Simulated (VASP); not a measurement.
Input for VASP

KPOINTS:
```
Automatic mesh
0
Gamma
2 2 2
0 0 0
```

INCAR:
```
SYSTEM = LiCl
PREC = Accurate
ENCUT = 520
EDIFF = 1E-6
NELM = 25
ALGO = VeryFast
LREAL = .FALSE.
LASPH = .TRUE.
ISMEAR = 0
SIGMA = 0.05
GGA = PE
LWAVE = .FALSE.
LCHARG = .FALSE.
ISIF = 2
HFSCREEN = 0.2
AEXX = 0.25
LHFCALC = .TRUE.
PRECFOCK = Fast
ISYM = 3
```

File POSCAR:
```
LiCl
1
    0.0000000000     2.6214000000     2.6214000000
    2.6214000000     0.0000000000     2.6214000000
    2.6214000000     2.6214000000     0.0000000000
Li Cl
1 1
Direct
  0.0000000000   0.0000000000   0.0000000000
  0.5000000000   0.5000000000   0.5000000000
```

POTCAR, in this order: Li_sv Cl (PBE.64 set). Program: vasp_std.

The resulting files:

### standard output
```
 POSCAR found type information on POSCAR LiCl
 POSCAR found :  2 types and       2 ions
 Reading from existing POTCAR
 Reading from existing POTCAR
 LDA part: xc-table for (Slater+PW92), standard interpolation
 POSCAR, INCAR and KPOINTS ok, starting setup
 WAVECAR not read
 entering main loop
       N       E                     dE             d eps       ncg     rms          rms(c)
RMM:   1    -0.100058168179E+03   -0.10006E+03   -0.28243E+03    27   0.798E+02
RMM:   2    -0.120971504764E+03   -0.20913E+02   -0.50201E+02    27   0.159E+02
RMM:   3    -0.140771107274E+03   -0.19800E+02   -0.20987E+02    27   0.928E+01
RMM:   4    -0.146829435432E+03   -0.60583E+01   -0.80521E+01    27   0.646E+01
RMM:   5    -0.148470734270E+03   -0.16413E+01   -0.25564E+01    27   0.365E+01
RMM:   6    -0.147530424336E+03    0.94031E+00   -0.47567E+00    27   0.194E+01
RMM:   7    -0.147506516233E+03    0.23908E-01   -0.43815E+00    27   0.142E+01
RMM:   8    -0.147539257639E+03   -0.32741E-01   -0.35942E+00    27   0.123E+01
RMM:   9    -0.147426984345E+03    0.11227E+00   -0.21749E+00    90   0.101E+01
RMM:  10    -0.147431068581E+03   -0.40842E-02   -0.23118E+00    88   0.785E+00
RMM:  11    -0.147482549682E+03   -0.51481E-01   -0.19312E+00    95   0.700E+00
RMM:  12    -0.147521604705E+03   -0.39055E-01   -0.17987E+00    99   0.652E+00    0.448E+00
RMM:  13     0.426531060175E+02    0.19017E+03   -0.15451E+01   105   0.233E+01    0.738E+00
RMM:  14     0.410386840773E+02   -0.16144E+01   -0.21629E+00    80   0.922E+00    0.235E+00
RMM:  15     0.414110925815E+02    0.37241E+00   -0.17250E+00    85   0.694E+00    0.109E+00
RMM:  16     0.415302320898E+02    0.11914E+00   -0.16767E+00    92   0.625E+00    0.665E-01
RMM:  17     0.415469145501E+02    0.16682E-01   -0.16881E+00    97   0.614E+00    0.388E-01
RMM:  18     0.415398361485E+02   -0.70784E-02   -0.16152E+00    98   0.603E+00    0.240E-01
RMM:  19     0.415439846167E+02    0.41485E-02   -0.15709E+00   100   0.591E+00    0.150E-01
RMM:  20     0.415375161552E+02   -0.64685E-02   -0.15307E+00   101   0.590E+00    0.958E-02
RMM:  21     0.415329578774E+02   -0.45583E-02   -0.14669E+00    99   0.584E+00    0.571E-02
RMM:  22     0.415312825288E+02   -0.16753E-02   -0.14344E+00   104   0.581E+00    0.361E-02
RMM:  23     0.415261227254E+02   -0.51598E-02   -0.13841E+00   106   0.570E+00    0.287E-02
RMM:  24     0.415235806350E+02   -0.25421E-02   -0.13521E+00   106   0.562E+00    0.224E-02
RMM:  25     0.415218633955E+02   -0.17172E-02   -0.13154E+00   105   0.558E+00

 -----------------------------------------------------------------------------
|                                                                             |
|           W    W    AA    RRRRR   N    N  II  N    N   GGGG   !!!           |
|           W    W   A  A   R    R  NN   N  II  NN   N  G    G  !!!           |
|           W    W  A    A  R    R  N N  N  II  N N  N  G       !!!           |
|           W WW W  AAAAAA  RRRRR   N  N N  II  N  N N  G  GGG   !            |
|           WW  WW  A    A  R   R   N   NN  II  N   NN  G    G                |
|           W    W  A    A  R    R  N    N  II  N    N   GGGG   !!!           |
|                                                                             |
|     The electronic self-consistency was not achieved in the given           |
|     number of steps (NELM). The forces and other quantities evaluated       |
|     might not be reliable so examine the results carefully. If you find     |
|     spurious results, we suggest increasing NELM, if you were close to      |
|     convergence or switching to a different ALGO or adjusting the           |
|     density mixing parameters otherwise.                                    |
|                                                                             |
 -----------------------------------------------------------------------------

   1 F= 0.41521863E+02 E0= 0.41521863E+02  d E =-.135065E-10
```

File OUTCAR:
```
------------------------ aborting loop EDIFF was not reached (unconverged)  ----------------------------
  FORCE on cell =-STRESS in cart. coord.  units (eV):
  Direction    XX          YY          ZZ          XY          YZ          ZX
  --------------------------------------------------------------------------------------
  Total        5.9226277      5.9226277      5.9226277      0.0000000      0.0000000      0.0000000
  in kB      263.3874827    263.3874827    263.3874827      0.0000000      0.0000000      0.0000000
  external PRESSURE =     263.3874827 kB  Pullay stress =       0.0000000 kB
  volume of cell :       36.03
      direct lattice vectors                 reciprocal lattice vectors
     0.000000000  2.621400000  2.621400000    -0.190737774  0.190737774  0.190737774
     2.621400000  0.000000000  2.621400000     0.190737774 -0.190737774  0.190737774
     2.621400000  2.621400000  0.000000000     0.190737774  0.190737774 -0.190737774
  FREE ENERGIE OF THE ION-ELECTRON SYSTEM (eV)
  ---------------------------------------------------
  free  energy   TOTEN  =        41.5218633955 eV

  energy  without entropy=       41.5218633955  energy(sigma->0) =       41.52186340

  exchange ACFDT corr.  =         0.00000000  see jH, gK, PRB 81, 115126
```
(Selected blocks of OUTCAR.)

Task: Read input and log: which fault does this run have?
A) IBRION is misspelt, so VASP ignores the line and takes its default
B) the lattice vectors form a left-handed set
C) the tetrahedron method needs a mesh, and KPOINTS holds a single point
D) a hybrid functional was run with ALGO = VeryFast

Result: D, a hybrid functional was run with ALGO = VeryFast. The run did not converge; its last values are not results. Against the sound run, the energy per atom (σ→0) increases by 24.817 eV/atom; the pressure rises by 24.69 GPa; the band gap drops by 1.89 eV.

To mend it, set ALGO = Normal.

The mended run (HSE06 screened hybrid, plane waves, VASP's PBE PAW potentials (set 64)) converges, and its OSZICAR ends with
```
   1 F= -.81114760E+01 E0= -.81114760E+01  d E =-.120206E-16
```

The compound is LiCl in the rock salt structure. The cell was not relaxed at this level.
